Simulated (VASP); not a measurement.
Calculation: vdW-DF2, VASP's PBE PAW potentials (set 64) (plane waves; VASP).

The input files of a VASP run:

POSCAR:
```
ZrB2
1
    1.5921055129    -2.7576081153     0.0000000000
    1.5921055129     2.7576081153     0.0000000000
    0.0000000000     0.0000000000     3.6408511606
Zr B
1 2
Direct
  0.0000000000   0.0000000000   0.0000000000
  0.3333330000   0.6666670000   0.5000000000
  0.6666670000   0.3333330000   0.5000000000
```

**KPOINTS**
```
Automatic mesh
0
Gamma
12 12 9
0 0 0
```

### INCAR
```
# general
SYSTEM   = ZrB2
PREC     = Accurate
ENCUT    = 520   # plane-wave cut-off (eV)
LREAL    = .False.
LASPH    = .True.   # aspherical one-centre terms

# electronic loop
EDIFF    = 1E-7   # SCF stop (eV)
NELM     = 100   # most electronic steps
ALGO     = Normal
LMAXMIX  = 4   # l cut-off of mixed one-centre charges

# smearing
ISMEAR   = -5   # tetrahedra, Bloechl

# functional
GGA      = ML
LUSE_VDW = .True.
AGGAC    = 0.0
ZAB_VDW  = -1.8867

# ions
ISIF     = 2   # forces and stress, cell fixed

# output
LWAVE    = .False.
LCHARG   = .True.
LORBIT   = 11
NEDOS    = 601   # DOS grid

# other
LEFG     = .True.
```

POTCAR, in this order: Zr_sv B (PBE.64 set). Program: vasp_std.

The resulting files:

File OUTCAR:
```
 ion  position               nearest neighbor table
   1  0.000  0.000  0.000-   2 2.59   3 2.59   2 2.59   3 2.59   3 2.59   3 2.59   2 2.59   2 2.59
                             3 2.59   3 2.59   2 2.59   2 2.59
   2  0.333  0.667  0.500-   3 1.84   3 1.84   3 1.84   1 2.59   1 2.59   1 2.59   1 2.59   1 2.59
                             1 2.59
   3  0.667  0.333  0.500-   2 1.84   2 1.84   2 1.84   1 2.59   1 2.59   1 2.59   1 2.59   1 2.59
                             1 2.59
  LATTYP: Found a hexagonal cell.
 ALAT       =     3.1842114380
 C/A-ratio  =     1.1434074751
 Subroutine PRICEL returns:
 Original cell was already a primitive cell.
 Subroutine GETGRP returns: Found 24 space group operations
The static configuration has the point symmetry D_6h.
The dynamic configuration has the point symmetry D_6h.
 Subroutine INISYM returns: Found 24 space group operations
 Subroutine IBZKPT returns following result:
 Found     95 irreducible k-points:

 Following reciprocal coordinates:
            Coordinates               Weight
  0.000000  0.000000  0.000000      1.000000
  0.083333  0.000000  0.000000      6.000000
  0.166667  0.000000  0.000000      6.000000
  0.250000  0.000000  0.000000      6.000000
...
```

File OSZICAR:
```
       N       E                     dE             d eps       ncg     rms          rms(c)
DAV:   1     0.116913839194E+03    0.11691E+03   -0.99883E+03  2470   0.138E+03
DAV:   2    -0.162933236807E+02   -0.13321E+03   -0.13002E+03  2865   0.334E+02
DAV:   3    -0.218975625812E+02   -0.56042E+01   -0.55592E+01  4104   0.598E+01
DAV:   4    -0.220263974101E+02   -0.12883E+00   -0.12842E+00  3121   0.808E+00
DAV:   5    -0.220297993449E+02   -0.34019E-02   -0.34033E-02  3940   0.103E+00    0.185E+01
DAV:   6    -0.186701741756E+02    0.33596E+01   -0.10943E+01  3015   0.214E+01    0.702E+00
DAV:   7    -0.186869537726E+02   -0.16780E-01   -0.10765E+00  3662   0.637E+00    0.295E+00
DAV:   8    -0.187019943070E+02   -0.15041E-01   -0.11813E-01  3103   0.329E+00    0.827E-01
DAV:   9    -0.186980966687E+02    0.38976E-02   -0.23747E-02  3184   0.120E+00    0.146E-01
DAV:  10    -0.186982075398E+02   -0.11087E-03   -0.12638E-03  3175   0.306E-01    0.560E-02
DAV:  11    -0.186982817851E+02   -0.74245E-04   -0.16034E-04  2935   0.138E-01    0.210E-02
DAV:  12    -0.186982970815E+02   -0.15296E-04   -0.17019E-05  3176   0.416E-02    0.460E-03
DAV:  13    -0.186982971269E+02   -0.45425E-07   -0.15293E-06  2890   0.121E-02    0.204E-03
DAV:  14    -0.186982962889E+02    0.83794E-06   -0.28725E-07  2840   0.514E-03    0.544E-04
DAV:  15    -0.186982964152E+02   -0.12629E-06   -0.84910E-09  1545   0.911E-04    0.228E-04
DAV:  16    -0.186982964488E+02   -0.33597E-07   -0.37987E-09  1440   0.530E-04
   1 F= -.18698296E+02 E0= -.18698296E+02  d E =0.000000E+00
```

### OUTCAR
```
------------------------ aborting loop because EDIFF is reached ----------------------------------------
  FORCE on cell =-STRESS in cart. coord.  units (eV):
  Direction    XX          YY          ZZ          XY          YZ          ZX
  --------------------------------------------------------------------------------------
  Total        0.0929590      0.0929590     -0.0614328      0.0000000     -0.0000000     -0.0000000
  in kB        4.6586998      4.6587014     -3.0787439      0.0000000     -0.0000000     -0.0000000
  external PRESSURE =       2.0795525 kB  Pullay stress =       0.0000000 kB
  volume of cell :       31.97
      direct lattice vectors                 reciprocal lattice vectors
     1.592105513 -2.757608115  0.000000000     0.314049538 -0.181316554  0.000000000
     1.592105513  2.757608115  0.000000000     0.314049538  0.181316554  0.000000000
     0.000000000  0.000000000  3.640851161     0.000000000  0.000000000  0.274661049
 POSITION                                       TOTAL-FORCE (eV/Angst)
 -----------------------------------------------------------------------------------
      0.00000      0.00000      0.00000         0.000000      0.000000      0.000000
      1.59211      0.91920      1.82043        -0.000000     -0.000000      0.000000
      1.59211     -0.91920      1.82043        -0.000000      0.000000     -0.000000
 -----------------------------------------------------------------------------------
    total drift:                                0.000000     -0.000000      0.000000
  FREE ENERGIE OF THE ION-ELECTRON SYSTEM (eV)
  ---------------------------------------------------
  free  energy   TOTEN  =       -18.6982964488 eV

  energy  without entropy=      -18.6982964488  energy(sigma->0) =      -18.69829645

 total charge

# of ion       s       p       d       tot
------------------------------------------
    1        2.159   6.017   1.725   9.902
    2        0.664   1.245   0.000   1.909
    3        0.664   1.245   0.000   1.909
--------------------------------------------------
tot          3.487   8.507   1.725  13.719

 Electric field gradients after diagonalization (V/A^2)
 (convention: |V_zz| > |V_xx| > |V_yy|)
----------------------------------------------------------------------
 ion       V_xx      V_yy      V_zz     asymmetry (V_yy - V_xx)/ V_zz
----------------------------------------------------------------------
   1     -21.059   -21.056    42.115       0.000
   2      -1.603    -1.603     3.207       0.000
   3      -1.603    -1.603     3.207       0.000
```
(Selected blocks of OUTCAR.)

For a metal the tetrahedron method with Blöchl corrections gives inexact stress and forces.

The compound is ZrB2 in the AlB2 type structure. It was relaxed first.
